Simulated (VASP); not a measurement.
Energy against volume of Ni3Si (L1_2). Method: r2SCAN+rVV10, VASP's PBE PAW potentials (set 64) (plane waves; VASP). Numerical set-up: 520 eV cut-off, 9×9×9 Γ-centred mesh, first-order Methfessel-Paxton smearing of 0.10 eV, potentials Si Ni.

| V (Å³/atom) | E (eV/atom) |
|---|---|
| 10.032 | -11.40076 |
| 10.342 | -11.40825 |
| 10.652 | -11.40165 |
| 10.963 | -11.38318 |

Problem. Fit these four points and predict the energy of the run at 9.722 Å³/atom.

Solution. A cubic in V^(−2/3), the third-order Birch-Murnaghan form, passes through the four points with V0 = 10.34 Å³/atom and B0 = 242 GPa, and gives -11.3764 eV/atom there. The run gave -11.3765 eV/atom, -0.1 meV/atom from the fit; all five points give B0 = 242 GPa.

The compound is Ni3Si in the L1_2 structure. It was relaxed first. The run is not spin-polarised, so no magnetic state was tried.
